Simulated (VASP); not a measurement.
Method: PBE GGA with D3 dispersion (Becke-Johnson damping), VASP's PBE PAW potentials (set 64) (plane waves; VASP).

The input files of a VASP run:

POSCAR:
```
PbF2
1.0
  0.0000000000   2.9791716049   2.9791716049
  2.9791716049   0.0000000000   2.9791716049
  2.9791716049   2.9791716049   0.0000000000
Pb F
1 2
Cartesian
  2.9791716049   5.9583432098   2.9791716049
  1.4895858024   1.4895858024   1.4895858024
  4.4687574074   4.4687574074   4.4687574074
```

**KPOINTS**
```
Automatic mesh
0
Gamma
6 6 6
0 0 0
```

INCAR:
```
SYSTEM = PbF2
PREC = Accurate
ENCUT = 520
EDIFF = 1E-6
NELM = 100
ALGO = Normal
LREAL = .FALSE.
LASPH = .TRUE.
ISMEAR = 0
SIGMA = 0.05
GGA = PE
IVDW = 12
LMAXMIX = 4
LWAVE = .FALSE.
LCHARG = .FALSE.
IBRION = 2
ISIF = 3
NSW = 60
EDIFFG = -0.02
```

POTCAR, in this order: Pb_d F (PBE.64 set). Program: vasp_std.

The resulting files:

**OSZICAR**
```
       N       E                     dE             d eps       ncg     rms          rms(c)
DAV:   1     0.302252699016E+03    0.30225E+03   -0.15138E+04   576   0.175E+03
DAV:   2     0.135566253245E+02   -0.28870E+03   -0.27878E+03   614   0.456E+02
DAV:   3    -0.154943930747E+02   -0.29051E+02   -0.28770E+02   726   0.156E+02
DAV:   4    -0.162877459302E+02   -0.79335E+00   -0.79265E+00   624   0.273E+01
DAV:   5    -0.163118596111E+02   -0.24114E-01   -0.24111E-01   658   0.483E+00    0.803E+00
DAV:   6    -0.143557539445E+02    0.19561E+01   -0.10458E+01   738   0.271E+01    0.272E+00
DAV:   7    -0.143501955131E+02    0.55584E-02   -0.45968E-01   582   0.465E+00    0.156E+00
DAV:   8    -0.143463375747E+02    0.38579E-02   -0.10262E-01   582   0.398E+00    0.494E-01
DAV:   9    -0.143438303517E+02    0.25072E-02   -0.19970E-02   642   0.109E+00    0.100E-01
DAV:  10    -0.143449876136E+02   -0.11573E-02   -0.14926E-03   576   0.412E-01    0.261E-02
DAV:  11    -0.143449833085E+02    0.43051E-05   -0.10428E-04   630   0.101E-01    0.102E-02
DAV:  12    -0.143449932223E+02   -0.99138E-05   -0.34180E-05   640   0.614E-02    0.880E-03
DAV:  13    -0.143449920059E+02    0.12163E-05   -0.10354E-05   602   0.367E-02    0.115E-03
DAV:  14    -0.143449920610E+02   -0.55025E-07   -0.52185E-07   338   0.628E-03
   1 F= -.14798403E+02 E0= -.14798403E+02  d E =-.147984E+02
```

OUTCAR:
```
------------------------ aborting loop because EDIFF is reached ----------------------------------------
 Edisp (eV)   -0.45341
  FORCE on cell =-STRESS in cart. coord.  units (eV):
  Direction    XX          YY          ZZ          XY          YZ          ZX
  --------------------------------------------------------------------------------------
  Total      -0.01849    -0.01849    -0.01849     0.00000    -0.00000     0.00000
  in kB      -0.56032    -0.56032    -0.56032     0.00000    -0.00000     0.00000
  external pressure =       -0.56 kB  Pullay stress =        0.00 kB
  volume of cell :       52.88
      direct lattice vectors                 reciprocal lattice vectors
     0.000000000  2.979171605  2.979171605    -0.167831890  0.167831890  0.167831890
     2.979171605  0.000000000  2.979171605     0.167831890 -0.167831890  0.167831890
     2.979171605  2.979171605  0.000000000     0.167831890  0.167831890 -0.167831890
 POSITION                                       TOTAL-FORCE (eV/Angst)
 -----------------------------------------------------------------------------------
      0.00000      0.00000      0.00000         0.000000     -0.000000      0.000000
      1.48959      1.48959      1.48959        -0.000000      0.000000     -0.000000
      4.46876      4.46876      4.46876         0.000000     -0.000000      0.000000
 -----------------------------------------------------------------------------------
    total drift:                                0.000000     -0.000000      0.000000
  FREE ENERGIE OF THE ION-ELECTRON SYSTEM (eV)
  ---------------------------------------------------
  free  energy   TOTEN  =       -14.7984030488 eV

  energy  without entropy=      -14.7984030488  energy(sigma->0) =      -14.79840305

 reached required accuracy - stopping structural energy minimisation
```
(Selected blocks of OUTCAR.)

The compound is PbF2 in the fluorite structure, the β form. It was relaxed first. The start is the result of an earlier pass.
